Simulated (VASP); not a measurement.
Output of a VASP run:

### OSZICAR
```
       N       E                     dE             d eps       ncg     rms          rms(c)
DAV:   1     0.123015820018E+03    0.12302E+03   -0.10684E+04   840   0.131E+03
DAV:   2    -0.646499723946E+01   -0.12948E+03   -0.12682E+03  1078   0.247E+02
DAV:   3    -0.115195113764E+02   -0.50545E+01   -0.50278E+01  1036   0.536E+01
DAV:   4    -0.115752175849E+02   -0.55706E-01   -0.55693E-01  1050   0.613E+00
DAV:   5    -0.115762435267E+02   -0.10259E-02   -0.10259E-02  1127   0.796E-01    0.176E+01
DAV:   6    -0.105467648746E+02    0.10295E+01   -0.79003E+00   861   0.291E+01    0.121E+01
DAV:   7    -0.102890953196E+02    0.25767E+00   -0.14081E+00   847   0.132E+01    0.565E+00
DAV:   8    -0.102750854143E+02    0.14010E-01   -0.96911E-02   938   0.227E+00    0.141E+00
DAV:   9    -0.102698679506E+02    0.52175E-02   -0.13741E-02   959   0.136E+00    0.267E-01
DAV:  10    -0.102700195153E+02   -0.15156E-03   -0.19748E-03  1036   0.323E-01    0.687E-02
DAV:  11    -0.102700510686E+02   -0.31553E-04   -0.52580E-05  1015   0.663E-02    0.418E-02
DAV:  12    -0.102700524515E+02   -0.13828E-05   -0.64431E-06   994   0.260E-02    0.123E-02
DAV:  13    -0.102700531068E+02   -0.65536E-06   -0.14433E-06   757   0.996E-03
   1 F= -.10270053E+02 E0= -.10270052E+02  d E =-.102701E+02
```

**OUTCAR**
```
------------------------ aborting loop because EDIFF is reached ----------------------------------------
  FORCE on cell =-STRESS in cart. coord.  units (eV):
  Direction    XX          YY          ZZ          XY          YZ          ZX
  --------------------------------------------------------------------------------------
  Total        0.0156613      0.0156613      0.0381977      0.0000000      0.0000000      0.0000000
  in kB        0.4625617      0.4625617      1.1281820      0.0000000      0.0000000      0.0000000
  external PRESSURE =       0.6844351 kB  Pullay stress =       0.0000000 kB
  volume of cell :       54.25
      direct lattice vectors                 reciprocal lattice vectors
     1.792613218 -3.104897245  0.000000000     0.278922411 -0.161035925  0.000000000
     1.792613218  3.104897245  0.000000000     0.278922411  0.161035925  0.000000000
     0.000000000  0.000000000  4.873099281     0.000000000  0.000000000  0.205208214
 POSITION                                       TOTAL-FORCE (eV/Angst)
 -----------------------------------------------------------------------------------
      0.00000      0.00000      0.00000        -0.000000      0.000000      0.000000
      1.79261      1.03497      1.22164         0.000000      0.000000     -0.015993
      1.79261     -1.03497      3.65145        -0.000000     -0.000000      0.015993
 -----------------------------------------------------------------------------------
    total drift:                               -0.000000      0.000000      0.000000
  FREE ENERGIE OF THE ION-ELECTRON SYSTEM (eV)
  ---------------------------------------------------
  free  energy   TOTEN  =       -10.2700531068 eV

  energy  without entropy=      -10.2700517715  energy(sigma->0) =      -10.27005244

 reached required accuracy - stopping structural energy minimisation
```
(Selected blocks of OUTCAR.)

File POSCAR:
```
PtS2
1
    1.7926132177    -3.1048972446    -0.0000000000
    1.7926132177     3.1048972446     0.0000000000
    0.0000000000     0.0000000000     4.8730992812
Pt S
1 2
Direct
  0.0000000000   1.0000000000   0.0000000000
  0.3333330000   0.6666670000   0.2506915291
  0.6666670000   0.3333330000   0.7493084709
```

Problem. Write an INCAR and KPOINTS that could have produced this output.

Solution. Several could match; the one computed here: the input of the run itself, optB86b-vdW, plane waves, VASP's PBE PAW potentials (set 64).

### INCAR
```
# general
SYSTEM   = PtS2
PREC     = Accurate
ENCUT    = 520   # plane-wave cut-off (eV)
LREAL    = .FALSE.
LASPH    = .TRUE.   # aspherical one-centre terms

# electronic loop
EDIFF    = 1E-6
NELM     = 100   # most electronic steps
ALGO     = Normal   # blocked Davidson
LMAXMIX  = 6   # l cut-off of mixed one-centre charges

# smearing
ISMEAR   = 0
SIGMA    = 0.05   # width (eV)

# functional
GGA      = MK
LUSE_VDW = .TRUE.
AGGAC    = 0.0
PARAM1   = 0.1234
PARAM2   = 1.0

# ions
IBRION   = 2   # conjugate gradients
NSW      = 60   # most ionic steps
ISIF     = 3   # ions, shape and volume
EDIFFG   = -0.02   # ionic stop

# output
LWAVE    = .FALSE.
LCHARG   = .FALSE.
```

KPOINTS:
```
Automatic mesh
0
Gamma
7 7 4
0 0 0
```

POTCAR, in this order: Pt S (PBE.64 set). Program: vasp_std.

The compound is PtS2 in the 1T layered structure. It was relaxed first. The start is the result of an earlier pass.
